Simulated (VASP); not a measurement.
Data:

```yaml
crystal:
  lattice:
    - [0.00000, 3.70500, 3.70500]
    - [3.70500, 0.00000, 3.70500]
    - [3.70500, 3.70500, 0.00000]
  atoms:
    - { symbol: K, position: [0.25000, 0.25000, 0.25000] }
    - { symbol: K, position: [0.75000, 0.75000, 0.75000] }
    - { symbol: S, position: [0.00000, 0.00000, 0.00000] }
```

Calculation: AM05 GGA, VASP's PBE PAW potentials (set 64) (plane waves; VASP). Settings: 520 eV cut-off, Gaussian smearing of 0.050 eV, potentials K_sv S.

Question: Give the energies of bands 10 to 15 at the high-symmetry points, in eV from the valence-band maximum.

Answer: 
```json
[
 {"band": "10", "Γ": "-0.20", "X": "-0.74", "U": "-0.55", "L": "-0.61", "W": "-0.38"},
 {"band": "11", "Γ": "-0.20", "X": "0.00", "U": "-0.20", "L": "-0.07", "W": "-0.38"},
 {"band": "12", "Γ": "-0.20", "X": "0.00", "U": "-0.02", "L": "-0.07", "W": "-0.01"},
 {"band": "13", "Γ": "2.47", "X": "3.62", "U": "3.84", "L": "4.83", "W": "3.83"},
 {"band": "14", "Γ": "5.45", "X": "5.29", "U": "5.46", "L": "5.05", "W": "5.77"},
 {"band": "15", "Γ": "5.45", "X": "6.60", "U": "6.33", "L": "5.84", "W": "5.77"}
]
```

The gap is indirect, 2.47 eV, from the valence maximum at X to the conduction minimum at Γ.

The compound is K2S in the antifluorite structure. The cell was not relaxed at this level.
